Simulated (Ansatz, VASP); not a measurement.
**Cross-check of ZnO (zincite) between VASP and Ansatz**

One calculation is typed for both programs; each brings its own data sets. How far apart do they land? The cell is taken from a series of runs on this material, whose earlier steps may have relaxed, scaled, displaced or heated it; both programs get it as it stands.

Method: plane waves, with VASP 6.6.1 beside it; zone-centre phonons at LDA, in Ansatz 0.2.0.

**1. The starting structure**

Symmetry: P6_3mc, No. 186, hexagonal system. Conventional cell: a = 3.166 Å, b = 3.166 Å, c = 5.119 Å, α = 90.00°, β = 90.00°, γ = 120.00°. O has 4 Zn at 1.93 to 1.94 Å nearest. Nearest to Zn lie 4 O at 1.93 to 1.94 Å. Farther neighbours and most contacts between anions are not listed.

**2. Ansatz: zone-centre phonons, LDA**

Ansatz runs on its PAW soft_1 files.

Second derivatives magnify differences that forces hide, and they need a tight electronic threshold.

The input, input.yaml:

```yaml
crystal:
  lattice:
    - [3.1656943098, 0.0, 0.0]
    - [-1.5828471549, 2.7415716929, 0.0]
    - [0.0, 0.0, 5.1190101842]
  atoms:
    - { symbol: O, position: [0.6666666667, 0.3333333333, 0.3786656167] }
    - { symbol: O, position: [0.3333333333, 0.6666666667, 0.8786656167] }
    - { symbol: Zn, position: [0.3333333333, 0.6666666667, 0.5003443833] }
    - { symbol: Zn, position: [0.6666666667, 0.3333333333, 0.0003443833] }
kpoints:
  mp_grid: { grid: [15, 15, 10] }
hamiltonian:
  xc: lda
  pseudopotentials: { kind: paw, azcp: { folder: soft_1 }, xc_functional: pbe }
scf:
  occupations: { method: fixed }
output:
  eigenvalues: true
phonons:
  method: dfpt
  dielectric: true
  rigid_motions: translations
```

Started as:

```sh
$ ansatz run input.yaml --threads 8 --pin off --max-ram 16384MiB --backend cpu --events-out ev --progress --plain --runs-dir out
```

Numbers of over 12 decimals in the logs are rounded to 6 here.

Log:

```text
Engine: ansatz 0.2.0, aarch64-unknown-linux-gnu
Pseudopotentials: kind: paw
Pseudopotential: O, paw, valence charge 6, recommended cutoff 420 eV (normal), soft_1/O.paw.azcp
Pseudopotential: Zn, paw, valence charge 12, recommended cutoff 420 eV (normal), soft_1/Zn.paw.azcp
Functional definition: SPW92
  exchange = slater_x
  correlation = pw_c
Crystal: 4 atoms, lattice volume = 44.428 Å³
Basis set: ecut = 420 eV, 845 PW (Γ), exchange–correlation on 48×48×72 points (8 copies of the dense FFT grid, shifted against one another)
Bands: 22, of which v1, the nominal top of the filled ones, is band 18 counted from 1 (17 counted from 0)
Symmetry: 12 space group operations
k-points: 608 of 2250 (irreducible under 2 space group operations, time reversal used)
Non-local potential: O, projectors of the file, l = 0: 2, l = 1: 2, l = 2: 1
Non-local potential: Zn, projectors of the file, l = 0: 2, l = 1: 2, l = 2: 3, l = 3: 1
PAW form: soft (Blöchl's): semilocal exchange-correlation on the pseudo side does not see the compensation charge
PAW frozen core: O, regenerated for the run's functional, and the local potential with it (the file was generated under x = pbe(κ = 0.804, μ = 0.219515), c = pbe(β = 0.066725))
PAW frozen core: Zn, regenerated for the run's functional, and the local potential with it (the file was generated under x = pbe(κ = 0.804, μ = 0.219515), c = pbe(β = 0.066725))
PAW one-centre angular grid: O, 110 points (default); XC on 64 Gauss nodes
PAW one-centre angular grid: Zn, 590 points (default); XC on 64 Gauss nodes
Initial density: superposition of atomic densities (chi_scale 0.1, normalization cell, long waves kept (reshape's long-wave potential 0.00 eV rms))
Initial wavefunctions: pseudopotential atomic-orbital guess
Functional: x = slater, c = lda
SCF iter   1: F=—  HF=-7604.876788 eV  |F-HF|=—  |Δ(HF+E_count)|=         —  Δρ=1.10e-1  dr2=2.92e0  ethr=3.10e-3  ⟨swp⟩=4.6  Hψ=63365  notcnv=0  defer=1118
preconditioner: auto → Resta (q_TF=auto, 2.634 Å⁻¹)  ε∞=6.5  [insulator: Δε(μ)=1.380 eV  Ē_g=14.282 eV  n_scr=22 (ndim 8)  ℏωp=33.4 eV  f_vac=0.000  ε∞_Penn≈6.5]
SCF iter   2: F=—  HF=-7604.070518 eV  |F-HF|=—  |Δ(HF+E_count)|=   8.06e-1  Δρ=2.25e-2  dr2=2.02e-1  ethr=3.10e-3  ⟨swp⟩=2.4  Hψ=30468  notcnv=0  defer=613
SCF iter   3: F=—  HF=-7603.959603 eV  |F-HF|=—  |Δ(HF+E_count)|=   1.11e-1  Δρ=1.83e-2  dr2=1.24e-1  ethr=5.61e-4  ⟨swp⟩=2.0  Hψ=29207  notcnv=0  defer=1193
SCF iter   4: F=—  HF=-7603.940678 eV  |F-HF|=—  |Δ(HF+E_count)|=   1.89e-2  Δρ=7.80e-3  dr2=1.20e-2  ethr=3.45e-4  ⟨swp⟩=2.0  Hψ=24330  notcnv=0  defer=1208
SCF iter   5: F=—  HF=-7603.946848 eV  |F-HF|=—  |Δ(HF+E_count)|=   6.17e-3  Δρ=2.71e-3  dr2=2.72e-3  ethr=3.34e-5  ⟨swp⟩=2.0  Hψ=29189  notcnv=0  defer=1209
SCF iter   6: F=—  HF=-7603.946089 eV  |F-HF|=—  |Δ(HF+E_count)|=   7.59e-4  Δρ=1.14e-3  dr2=3.07e-4  ethr=7.57e-6  ⟨swp⟩=2.3  Hψ=24632  notcnv=0  defer=1212
SCF iter   7: F=—  HF=-7603.946155 eV  |F-HF|=—  |Δ(HF+E_count)|=   6.59e-5  Δρ=2.03e-4  dr2=1.17e-5  ethr=8.54e-7  ⟨swp⟩=2.0  Hψ=23328  notcnv=0  defer=1110
SCF iter   8: F=—  HF=-7603.946159 eV  |F-HF|=—  |Δ(HF+E_count)|=   4.13e-6  Δρ=3.11e-5  dr2=4.72e-7  ethr=3.26e-8  ⟨swp⟩=2.0  Hψ=21081  notcnv=0
SCF iter   9: F=—  HF=-7603.946160 eV  |F-HF|=—  |Δ(HF+E_count)|=   1.52e-7  Δρ=6.42e-6  dr2=1.36e-8  ethr=1.31e-9  ⟨swp⟩=2.5  Hψ=24535  notcnv=0
SCF iter  10: F=—  HF=-7603.946160 eV  |F-HF|=—  |Δ(HF+E_count)|=  6.00e-11  Δρ=7.15e-7  dr2=2.66e-10  ethr=3.76e-11  ⟨swp⟩=2.8  Hψ=24654  notcnv=0
SCF iter  11: F=-7603.946160 eV  HF=-7603.946160 eV  |F-HF|=0.00e0  |Δ(HF+E_count)|=  1.18e-11  Δρ=1.19e-7  dr2=5.52e-12  ethr=1.00e-12  ⟨swp⟩=7.5  Hψ=81319  notcnv=0
SCF 1 converged in 11 iterations: F = -7603.946160 eV  dr2 = 5.52e-12
  greatest PAW one-centre occupation: 0.988 electrons in one spin orbital (limit 2), on the Zn atom at site 3 (counted from 0), in its partial waves of l = 2
NSCF: frozen V_eff on 4 k-points
DFPT response loops at Γ: preconditioner auto → Resta (q_TF=auto, 2.634 Å⁻¹)  ε∞=8.5 (no band partly filled); β = 1.00, the filter's whole step (`scf.mixing.beta` (0.50) is not read by the response loops at its default; to damp them type it under 1.00, their step now; it binds the ground state too); Broyden in place of MSR1
── the response to a field inside a basis, on 16×16×10 k-points: an SCF that follows is theirs, and a resumed run solves both again ──
Bands: 19, of which v1, the nominal top of the filled ones, is band 18 counted from 1 (17 counted from 0)
k-points: 360 of 2560 (irreducible under 4 space group operations, time reversal used)
Initial density: handed on by an earlier stage of this run
Initial wavefunctions: pseudopotential atomic-orbital guess (no wavefunctions were taken with the density)
Eigensolver: Dense (360 Hₖ)
SCF iter   1: F=—  HF=-7603.948423 eV  |F-HF|=—  |Δ(HF+E_count)|=         —  Δρ=6.36e-4  dr2=2.98e-5  ethr=1.00e-1
preconditioner: auto → Resta (q_TF=auto, 2.634 Å⁻¹)  ε∞=10.9  [insulator: Δε(μ)=1.024 eV  Ē_g=10.627 eV  n_scr=22 (ndim 8)  ℏωp=33.4 eV  f_vac=0.023  ε∞_Penn≈10.9]
SCF iter   2: F=—  HF=-7603.948417 eV  |F-HF|=—  |Δ(HF+E_count)|=   6.37e-6  Δρ=3.79e-4  dr2=2.15e-5  ethr=8.29e-8
SCF iter   3: F=—  HF=-7603.948414 eV  |F-HF|=—  |Δ(HF+E_count)|=   2.75e-6  Δρ=1.10e-4  dr2=9.81e-7  ethr=5.97e-8
SCF iter   4: F=—  HF=-7603.948413 eV  |F-HF|=—  |Δ(HF+E_count)|=   1.53e-6  Δρ=2.64e-5  dr2=1.91e-7  ethr=2.72e-9
SCF iter   5: F=-7603.948413 eV  HF=-7603.948413 eV  |F-HF|=3.33e-8  |Δ(HF+E_count)|=   1.58e-8  Δρ=1.24e-5  dr2=1.57e-8  ethr=5.30e-10
SCF 1 converged in 5 iterations: F = -7603.948413 eV  dr2 = 1.57e-8
  greatest PAW one-centre occupation: 0.988 electrons in one spin orbital (limit 2), on the Zn atom at site 2 (counted from 0), in its partial waves of l = 2
DFPT response loops at Γ: preconditioner auto → Resta (q_TF=auto, 2.634 Å⁻¹)  ε∞=7.7 (no band partly filled); β = 1.00, the filter's whole step (`scf.mixing.beta` (0.50) is not read by the response loops at its default; to damp them type it under 1.00, their step now; it binds the ground state too); Broyden in place of MSR1
WARN: field response: ε∞ stands inside a basis, on 16×16×10 points; the force constants stand on the 15×15×10 k-mesh, whose period is 12.97 times the interband length at k = (0.0000, 0.0000, 0.0000), direct gap 0.824 eV, under 14: take them and everything formed from them as unconverged, and compare with a denser kpoints.mp_grid
SCF converged after 11 iterations
Free energy (F): -7603.946160 eV
Harris-Foulkes:  -7603.946160 eV  (|F-HF|=0.00e0)
Internal energy: -7603.946160 eV  (E = F + TS)
E sigma→0 (E₀):  -7603.946160 eV
Fermi energy:    7.811985 eV
--- Per-component energies (eV) ---
  E_band       = 76.812584
  E_kinetic    = 633.162806
  E_local      = -4339.756962  (includes V_loc(G=0)·N_el)
  E_nonlocal   = 1763.533509
  E_hartree    = 1622.518639
  E_xc         = -296.121027
  E_vxc        = -284.093663  (∫ρ·V_xc dr)
  E_paw        = -3958.879273  (= ΣΔE_a)
  E_vpaw       = -941.071638  (= ΣTr[D̂ρ^β])
  E_aug_tail   = 0.001175  (compensation charges beyond the density's cutoff)
  E_ewald      = -3031.713155
  E_core_change = 3.308130  (= ΣΔE_core)
  E_smearing   = -0.000000  (= −TS)
  E_closure    = 0.000000  (closes the sum)
  Σ components = -7603.946160   (vs F -7603.946160, Δ=0.00e0)
--- Band table (eV; the first three rows and the last of 608) ---
  k-point 0: bands = [... 14 lower, 6.9261, 7.6978, 7.8120, 7.8120, 8.6364, 13.1725, 16.0639, 20.9044]
  k-point 1: bands = [... 14 lower, 6.9480, 7.4397, 7.7905, 7.7905, 8.9263, 13.0798, 16.1431, 20.9037]
  k-point 2: bands = [... 14 lower, 7.0118, 7.0118, 7.7287, 7.7287, 9.4745, 12.8168, 16.3751, 20.6612]
  k-point 607: bands = [... 14 lower, 4.8815, 4.9781, 6.4801, 6.6174, 13.4204, 15.3237, 16.4384, 16.7091]
--- Phonons (Γ-DFPT): 4 representative perturbations + reference, on 608 of 2250 k-points (Σ response iterations 15) ---
  k mesh reduced under 2 symmetry operations, with k and −k counted as one. Each operation leaves every solved perturbation unchanged. A smaller set is not considered because the run solves the response to a homogeneous field
  ASR residual: 7.542e-5 → 0.000e0 eV/Å²; symmetrization residual: 3.128e-6 eV/Å²
  ASR residual per site (eV/Å²): 7.54e-5 7.54e-5 4.01e-5 4.01e-5
  Γ frequencies (cm⁻¹): 0.00 0.00 0.00 86.12 86.12 265.60 406.86 424.90 424.90 458.75 458.75 568.80
  ε∞ (high-frequency dielectric tensor):
        4.996788     0.000000    -0.000000
       -0.000000     4.996788     0.000000
       -0.000000     0.000000     5.050648
  ε⁰ (static dielectric tensor: ions relaxed, cell fixed):
        9.072821    -0.000000     0.000000
       -0.000000     9.072821     0.000000
        0.000000     0.000000     9.746842
  ε⁰ − ε∞ (ionic part):
        4.076033    -0.000000     0.000000
       -0.000000     4.076033     0.000000
        0.000000     0.000000     4.696193
  softest optical mode at Γ: 86.12 cm⁻¹; the repairs (sum rule, projections) moved no ω² at Γ by more than (1.39 cm⁻¹)²
  Born effective charges Z* (e; rows j = field, columns β = displacement):
    site 0:
        -2.06643    0.00000    0.00000
         0.00000   -2.06643   -0.00000
         0.00000    0.00000   -2.12391
    site 1:
        -2.06643    0.00000   -0.00000
        -0.00000   -2.06643    0.00000
        -0.00000   -0.00000   -2.12391
    site 2:
         2.06643   -0.00000   -0.00000
        -0.00000    2.06643   -0.00000
        -0.00000   -0.00000    2.12391
    site 3:
         2.06643   -0.00000    0.00000
        -0.00000    2.06643   -0.00000
         0.00000   -0.00000    2.12391
  Z* charge neutrality: 1.886e-3 e pre-enforcement
  solved inside a basis spanned on kpoints, on 16×16×10 k-points, its susceptibility summed on 26×26×14: ε∞ is read to err by 1.9e-2, Z* by 1.7e-2 e (field_mesh: kpoints solves on kpoints); Z* is corrected for what the basis lacks
  optical modes at Γ without the LO–TO term, one row a degenerate level:
      ω (cm⁻¹)  modes    IR ((D/Å)²/amu)
         86.12      2             0.0000
        265.60      1             0.0000
        406.86      1            16.1935
[...]
optical modes at Γ + LO–TO along q̂ = [1.0000, 0.0000, 0.0000]:
      ω (cm⁻¹)  modes    IR ((D/Å)²/amu)
[...]
optical modes at Γ + LO–TO along q̂ = [0.0000, 1.0000, 0.0000]:
      ω (cm⁻¹)  modes    IR ((D/Å)²/amu)
[...]
568.80      1             0.0000
        572.55      1            15.3288
  optical modes at Γ + LO–TO along q̂ = [0.0000, 0.0000, 1.0000]:
      ω (cm⁻¹)  modes    IR ((D/Å)²/amu)
         86.12      2             0.0000
        265.60      1             0.0000
        424.90      2            30.6576
        458.75      2             0.0000
        565.21      1            16.1935
        568.80      1             0.0000
```

(Part 1 of 3 ends here.)

[Lines on the potential files, build, host, timing and source positions are cut from VASP's logs without a mark.]

[Logs are printed without paths, hosts, clocks, repeated set-up lines and the standing remarks that a program may print on its own settings, such as how far it seeks lower states.]

[Hosts, paths, dates, database ids (printed as entryN), source tags and the programs' standing remarks are cut or masked in the printed files.]
